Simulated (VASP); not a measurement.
Calculation: PBEsol GGA + U (Dudarev), VASP's PBE PAW potentials (set 64) (plane waves; VASP).

VASP input:

File POSCAR:
```
ZnF2
1
    3.1328900000     0.0000000000     0.0000000000
    0.0000000000     6.6509620000     0.0000000000
    0.0000000000     0.0000000000    15.9441000000
Zn F
4 8
Direct
  0.5000000000   0.4285710000   0.3957140000
  0.0000000000   0.9285710000   0.3957140000
  0.5000000000   0.9285710000   0.6042860000
  0.0000000000   0.4285710000   0.6042860000
  0.0000000000   0.4285710000   0.3135960000
  0.0000000000   0.4285710000   0.4778380000
  0.5000000000   0.7317110000   0.3957140000
  0.5000000000   0.1254310000   0.3957140000
  0.0000000000   0.9285710000   0.5221680000
  0.0000000000   0.9285710000   0.6864040000
  0.5000000000   0.2317110000   0.6042860000
  0.5000000000   0.6254310000   0.6042860000
```

INCAR:
```
SYSTEM = ZnF2
PREC = Accurate; ENCUT = 400; LREAL = .False.
LASPH = .True.
EDIFF = 1E-6; NELM = 100; ALGO = Normal
LMAXMIX = 4
ISMEAR = -1; SIGMA = 0.1
GGA = PS
LDAUL = 2 -1
LDAUU = 1.0 0
LDAUJ = 0 0
LDAU = .True.; LDAUTYPE = 2
ISIF = 2
LWAVE = .False.; LCHARG = .False.
```

### KPOINTS
```
Automatic mesh
0
G
  9 4 1
0 0 0
```

POTCAR, in this order: Zn F (PBE.64 set). Program: vasp_std.

What will the output report for the number of irreducible k-points (NKPTS), largest plane-wave count, number of space-group operations, FFT grid (NGX, NGY, NGZ)?

- number of irreducible k-points (NKPTS) = 15
- largest plane-wave count = 6066
- number of space-group operations = 8
- FFT grid (NGX, NGY, NGZ) = 20 × 48 × 108

The cell is a sheet with vacuum, built from a database entry that may be metastable or hypothetical.
